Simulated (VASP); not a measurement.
Level of theory: PBEsol GGA, VASP's PBE PAW potentials (set 64) (plane waves; VASP).

VASP input:

**KPOINTS**
```
Automatic mesh
0
gamma
16 16 16
```

INCAR:
```
SYSTEM = Pd
PREC = Accurate
ENCUT = 480
EDIFF = 1E-7
NELM = 100
ALGO = Normal
LREAL = .FALSE.
LASPH = .TRUE.
ISMEAR = 1
SIGMA = 0.1
GGA = PS
LMAXMIX = 4
LWAVE = .FALSE.
LCHARG = .FALSE.
ISIF = 2
```

**POSCAR**
```
Pd
1
    0.0000000000     1.9261920568     1.9261920568
    1.9358714139    -0.0096793571     1.9358714139
    1.9358714139     1.9358714139    -0.0096793571
Pd
1
Direct
  0.0000000000   0.0000000000   0.0000000000
```

POTCAR, in this order: Pd (PBE.64 set). Program: vasp_std.

### Question
What will the output report for the number of irreducible k-points (NKPTS), number of bands (NBANDS), largest plane-wave count, number of space-group operations, FFT grid (NGX, NGY, NGZ)?

### Answer

The number of irreducible k-points (NKPTS) comes out as 621 and the number of bands (NBANDS) comes out as 9. The largest plane-wave count is 360, the number of space-group operations comes out as 8 and the FFT grid (NGX, NGY, NGZ) is 20 × 20 × 20.

The compound is Pd in the fcc structure. This cell was strained or had an atom moved on purpose.
